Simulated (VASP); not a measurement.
MoS2:

```xyz
6
Lattice="3.1610 0.0000 0.0000 -1.5805 2.7375 0.0000 0.0000 0.0000 15.9835" Properties=species:S:1:pos:R:3 pbc="T T T"
Mo    0.0000    1.8250    3.9959
Mo    1.5805    0.9125   11.9876
S     1.5805    0.9125    5.5609
S     1.5805    0.9125    2.4309
S     0.0000    1.8250   13.5526
S     0.0000    1.8250   10.4226
```

The cell was built by a generator and needn't be a form met in nature.

Base run:

* Program: VASP 6.6.1
* Functional: PBE
* Potentials or basis: VASP PAW PBE potentials, release 64 (Mo_sv, S)
* Cutoff: 520 eV
* k mesh: 8 × 8 × 2
* Occupations: fermi-dirac, width 0.05 eV
* Spin: no spin polarisation

Its results: band gap on the k mesh 1.87 eV, indirect (least direct gap 2.05 eV); pressure 1.4 GPa; largest force 0.098 eV/Å.

Task: The run is repeated on the same cell with these changes: dispersion from none to TS. What comes out?

Result: Band gap on the k mesh 1.87 eV, indirect (least direct gap 2.05 eV); pressure -0.3 GPa; largest force 0.084 eV/Å.

Dispersion adds attraction, which lowers the pressure at fixed volume.

Caveats: this functional lacks dispersion, which binds the layers, so the pressure and a relaxed spacing across them are unreliable (some runs).

A k mesh can miss the band edges.
